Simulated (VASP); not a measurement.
**Cs3Pt under changes of volume**

One of the cells (49.181 Å³/atom); the others are scaled copies at fixed shape and fractional positions:

```
Pt Cs
1.0
     5.81592    0.00000    0.00000
     0.00000    5.81592    0.00000
     0.00000    0.00000    5.81592
Pt Cs
1 3
Direct
  0.50000 0.50000 0.50000
  0.50000 0.00000 0.00000
  0.00000 0.50000 0.00000
  0.00000 0.00000 0.50000
```

The cell comes from a database or a generator and needn't be the stable form of this composition.

```yaml
Program: VASP 6.6.1
Functional: PBE
Potentials_or_basis: VASP PAW PBE potentials, release 64 (Pt, Cs_sv)
Cutoff: 520 eV
k_mesh: 5 × 5 × 5
Occupations: fermi-dirac, width 0.05 eV
Spin: no spin polarisation
```

| volume (Å³/atom) | energy over the lowest point (meV/atom) | pressure (GPa) |
| --- | --- | --- |
| 45.323 | 2.02 | 0.3 |
| 46.288 | 0.44 | 0.1 |
| 47.252 | 0.00 | -0.1 |
| 49.181 | ? | ? |
| 50.145 | 4.51 | -0.5 |
| 51.109 | 7.62 | -0.6 |

What does the run at 49.181 Å³/atom give?

Energy over the lowest point 2.14 meV/atom; pressure -0.4 GPa.

Worked out: A Birch-Murnaghan fit of order 3 (a polynomial in V^(-2/3)) to the other rows has its minimum at 47.15 Å³/atom with B0 = V·E''(V) = 8.5 GPa and B' = 4.3. It gives 2.14 meV/atom at 49.181 Å³/atom, against the run's 2.14, and -dE/dV = -0.3 GPa, against -0.4.

Energies are extrapolated to zero smearing.
